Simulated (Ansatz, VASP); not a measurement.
## CaH2PdO6 in VASP and in Ansatz

INCAR

```
SYSTEM = CaH2PdO6
PREC = Accurate ; ENCUT = 520
EDIFF = 1E-6 ; ISMEAR = -1
SIGMA = 0.1 ; LREAL = .FALSE.
LASPH = .TRUE. ; NELM = 60
ALGO = Normal ; ISIF = 2
LWAVE = .FALSE. ; LCHARG = .FALSE.
GGA = PE ; NBANDS = 40
```

Contents of KPOINTS:

```
Automatic mesh
0
G
  5 5 5
  0 0 0
```

The input POSCAR:

```
CaH2PdO6
1.0
    0.0000000000      3.4984420000      3.4984420000
    3.4984420000      0.0000000000      3.4984420000
    3.4984420000      3.4984420000      0.0000000000
H Ca Pd O
2 1 1 6
Direct
    0.2500000000      0.2500000000      0.2500000000
    0.7500000000      0.7500000000      0.7500000000
    0.5000000000      0.5000000000      0.5000000000
    0.0000000000      0.0000000000      0.0000000000
    0.7670000000      0.2330000000      0.2330000000
    0.2330000000      0.7670000000      0.2330000000
    0.2330000000      0.7670000000      0.7670000000
    0.7670000000      0.2330000000      0.7670000000
    0.2330000000      0.2330000000      0.7670000000
    0.7670000000      0.7670000000      0.2330000000
```

Input for Ansatz:

```yaml
crystal:
  lattice:
    - [0.0, 3.498442, 3.498442]
    - [3.498442, 0.0, 3.498442]
    - [3.498442, 3.498442, 0.0]
  atoms:
    - { symbol: H, position: [0.25, 0.25, 0.25] }
    - { symbol: H, position: [0.75, 0.75, 0.75] }
    - { symbol: Ca, position: [0.5, 0.5, 0.5] }
    - { symbol: Pd, position: [0.0, 0.0, 0.0] }
    - { symbol: O, position: [0.767, 0.233, 0.233] }
    - { symbol: O, position: [0.233, 0.767, 0.233] }
    - { symbol: O, position: [0.233, 0.767, 0.767] }
    - { symbol: O, position: [0.767, 0.233, 0.767] }
    - { symbol: O, position: [0.233, 0.233, 0.767] }
    - { symbol: O, position: [0.767, 0.767, 0.233] }
  symmetry: { tolerance: 0.0003 }
kpoints:
  mp_grid: { grid: [5, 5, 5], shift: [0, 0, 0] }
magnetization:
  spin_polarized: false
scf:
  occupations: { method: fermi_dirac }
hamiltonian:
  pseudopotentials: { kind: paw }
  xc: pbe
basis:
  ecutwfc: 420
output:
  forces: true
  stress: true
  eigenvalues: true
```

The cell was built by a generator and needn't be a form met in nature.

Alike in both runs: task single point; functional PBE; k mesh 5 × 5 × 5; no spin polarisation.

|  | VASP | Ansatz |
| --- | --- | --- |
| version | VASP 6.6.1 | Ansatz 0.2.0 |
| potentials or method | VASP PAW PBE potentials, release 64 (H, Ca_sv, Pd, O) | PAW plane waves |
| plane-wave cutoff (eV) | 520 | 420 |
| occupations | fermi-dirac, width 0.1 eV | fermi-dirac |
| valence electrons in the cell | 58 | 66 |

```csv
,VASP,Ansatz,Ansatz less VASP
gap on the k mesh at the Fermi level (eV),none,none,-
rms of the force components (eV/Å),2.509,2.912,+0.4023
```

Atom by atom the forces differ by 0.402 eV/Å (rms over components). A gap of «none» marks a metal or a gap that the smearing closes. The two sets of potentials don't hold the same shells in valence.

Caveats: forces of over 1 eV/Å show positions far from the minimum, so gaps and moduli don't describe the material at rest.
